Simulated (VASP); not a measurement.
```
CELL_PARAMETERS angstrom
      0.00000     3.24000     3.24000
      3.24000     0.00000     3.24000
      3.24000     3.24000     0.00000
ATOMIC_POSITIONS crystal
  In 0.00000 0.00000 0.00000
  Sb 0.25000 0.25000 0.25000
```

These are PBE GGA, VASP's PBE PAW potentials (set 64) (plane waves; VASP) values and carry that method's errors. Run with 400 eV cut-off, 6×6×6 Γ-centred mesh, Gaussian smearing of 0.050 eV, potentials In_d Sb.

Q: Give the stress tensor in GPa (positive for a compressed cell).

A: 
```
3.14  0.00  0.00
0.00  3.14  0.00
0.00  0.00  3.14
```
The pressure is its mean diagonal, 3.14 GPa.

The compound is InSb in the zinc blende structure. The cell was not relaxed at this level.
